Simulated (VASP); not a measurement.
Given:

```yaml
crystal:
  lattice:
    - [3.27370, 0.00000, 0.00000]
    - [-1.63685, 2.83511, 0.00000]
    - [0.00000, 0.00000, 5.95003]
  atoms:
    - { symbol: Ti, position: [0.00000, 0.00000, 0.00000] }
    - { symbol: Cr, position: [0.00000, 0.00000, 0.50000] }
    - { symbol: S, position: [0.33333, 0.66667, 0.26234] }
    - { symbol: S, position: [0.66667, 0.33333, 0.73766] }
```

Level of theory: PBEsol GGA with spin-orbit coupling, VASP's PBE PAW potentials (set 64) (plane waves; VASP 6.6.1). Run with 400 eV cut-off, 10×10×5 Γ-centred mesh, Gaussian smearing of 0.050 eV, potentials Ti_sv Cr_pv S.

The run has a spin-polarised start.

Give the energies of bands 31 to 44 at the high-symmetry points, in eV from the Fermi level.

```csv
band,Γ,M,K,A,L,H
31,-1.70,-2.65,-0.42,-0.88,-1.85,-0.84
32,-1.70,-2.65,-0.42,-0.88,-1.85,-0.84
33,-1.16,-0.97,-0.36,-0.87,-1.39,-0.84
34,-1.16,-0.97,-0.36,-0.87,-1.39,-0.84
35,-1.14,0.00,-0.35,-0.69,0.19,-0.22
36,-1.14,0.00,-0.35,-0.69,0.19,-0.22
37,-0.81,0.28,0.02,0.07,0.42,0.69
38,-0.81,0.28,0.02,0.07,0.42,0.69
39,-0.80,0.49,0.06,0.32,1.37,0.72
40,-0.80,0.49,0.06,0.32,1.37,0.73
41,0.96,1.91,1.68,0.32,1.88,1.40
42,0.97,1.91,1.68,0.32,1.88,1.40
43,0.98,2.01,2.27,1.69,1.96,1.56
44,0.98,2.02,2.27,1.69,1.96,1.56
```

It has no gap at this level: it comes out as a metal or semimetal.

The structure comes from a computed database's TiCrS2 entry (P-3m1); how it stands against other phases isn't given here. It was relaxed first, which changed the volume by -9 %.
